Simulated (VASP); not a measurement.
Input:

```
CELL_PARAMETERS angstrom
      1.35165     0.78038     4.41585
     -1.35165     0.78038     4.41585
      0.00000    -1.56075     4.41585
ATOMIC_POSITIONS crystal
  Pd 0.50000 0.50000 0.50000
  Ir 0.00000 0.00000 0.00000
```

Computed with LDA (Ceperley-Alder, Perdew-Zunger), VASP's LDA PAW potentials (set 64) (plane waves; VASP). Numerical set-up: 400 eV cut-off, Gaussian smearing of 0.050 eV, potentials Pd Ir.

Unless said otherwise, spin-orbit coupling is left out, though it shifts the bands of the heavy elements here.

Task: Estimate the band gap (along the path) with the smallest direct gap where there is one.

Result: 
```
Item                                                          Value
-------------------------  ----------------------------------------
band gap (along the path)  none (metal, semimetal or under 0.01 eV)
```

The absolute energy has meaning only against runs of the same code, potentials and settings.

The structure comes from a computed database's IrPd entry (R-3m); how it stands against other phases isn't given here. It was relaxed first, which changed the volume by -6 %. The electron count is odd and the run is not spin-polarised, which forces a metal.
